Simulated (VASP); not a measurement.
Here is a VASP 6.6.1 calculation.

File INCAR:

```
SYSTEM = Al15CoN16
PREC     = Accurate       ! precision mode
ENCUT    = 450            ! plane-wave cutoff, eV
EDIFF    = 1E-5           ! SCF threshold, eV
ISMEAR   = 0              ! smearing method
SIGMA    = 0.03           ! smearing width, eV
LREAL    = Auto         
LASPH    = .TRUE.         ! aspherical terms in the spheres
NELM     = 120            ! most SCF steps
ALGO     = Normal         ! electronic algorithm
ISIF     = 2              ! what is computed and relaxed
LWAVE    = .FALSE.        ! write WAVECAR
LCHARG   = .FALSE.        ! write CHGCAR
ISPIN    = 2              ! spin polarisation
MAGMOM   = 4 0 0 0 0 0 0 0 0 0 0 0 0 0 0 0 0 0 0 0 0 0 0 0 0 0 0 0 0 0 0 0 ! initial moments
LORBIT   = 11             ! projections on sites
LMAXMIX  = 4              ! l up to which the mixer works
LDAU     = .TRUE.         ! DFT+U
LDAUTYPE = 2            
LDAUL    = 2 -1 -1        ! shell
LDAUU    = 4 0 0          ! U, eV
LDAUJ    = 0 0 0        
LDAUPRINT= 1            
GGA      = PS             ! functional
ISYM     = 0            
KPAR     = 4
```

Contents of KPOINTS:

```
regular mesh
0
G
  3 3 2
  0 0 0
```

POSCAR

```
Al15CoN16                               
1.0
    6.2200008610      0.0000000000      0.0000000000
   -3.1100004305      5.3866787572      0.0000000000
    0.0000000000      0.0000000000      9.9600000000
  Co              Al              N             
     1    15    16
Direct
     0.3335150572688744    0.1663755169419767    0.9998826939994846
     0.3339535781045957    0.1670158651185435    0.4998697030027484
     0.3366598890282583    0.6685181688654034    0.0018538401508738
     0.3341994603497865    0.6672114795026574    0.5006177264790899
     0.8343903716200416    0.1680711687371176    0.0010245544753325
     0.8339570074391978    0.1671017853941122    0.5006365401659967
     0.8334859880083215    0.6686999138763133    0.0018346977516030
     0.8343298570817061    0.6674419446799869    0.5006271404586966
     0.1663442451631141    0.3330964599483605    0.2506446440679388
     0.1673103338820413    0.3343633059753276    0.7497178173203156
     0.1664655937802767    0.8317290811033927    0.2512676089924623
     0.1676576386790801    0.8350679180707820    0.7504424440365165
     0.6673258169883116    0.3334967227496317    0.2506740109312909
     0.6671965720387122    0.3343281110048445    0.7496692619673891
     0.6674634850786823    0.8340452906630471    0.2511883163070791
     0.6672677813291436    0.8343431051235438    0.7505926733097112
     0.3327301592354257    0.1649976532521527    0.1956264461206569
     0.3339224575221131    0.1677087164222258    0.6908443634938422
     0.3343584963945858    0.6665835419000586    0.1922918017956608
     0.3342364022244204    0.6682424710975493    0.6914118008476653
     0.8337400963490899    0.1672767511027923    0.1915600704443420
     0.8336478059097927    0.1671291053843214    0.6911850688616348
     0.8334994335060025    0.6668823857452615    0.1922653317666768
     0.8342260415405530    0.6682522545951263    0.6913954958322966
     0.1670977020817193    0.3339382863391847    0.4416949143222301
     0.1666252683979544    0.3390567497497745    0.9399724348822869
     0.1673026540344565    0.8332381141653751    0.4418671465487250
     0.1651579760598520    0.8284619208689489    0.9419648498495178
     0.6677569277667116    0.3341250891194256    0.4417571357245976
     0.6735604217256936    0.3392008385154296    0.9397812654795034
     0.6675487780056344    0.8339576034306898    0.4417184959100438
     0.6685667034058373    0.8356266805566245    0.9417017047037980
```

Potentials or basis: VASP PAW PBE potentials, release 64 (Co, Al, N).

Run with:

```sh
$ cat potpaw_PBE.64/Co/POTCAR potpaw_PBE.64/Al/POTCAR potpaw_PBE.64/N/POTCAR > POTCAR
$ mpirun -np 4 vasp_std > vasp.out
```

What does it give for the site moments?

Co +2.93; Al +0.00, +0.01; N +0.13, +0.01, -0.00, +0.14, +0.15, +0.00 μB.

Predict the largest force.

0.027 eV/Å.

What does it give for the net moment?

4.00 μB per cell.

Eigenvalues of the final occupation matrices:
```csv
site,spin,trace,eigenvalues
site 1 d,1,4.96,0.97 0.98 1.00 1.00 1.00
site 1 d,2,2.14,0.13 0.27 0.38 0.40 0.97
```

Caveat: the PAW data sets were made with another functional, which shifts forces and pressure a little. The state reached can hang on the start; a lower one may exist.
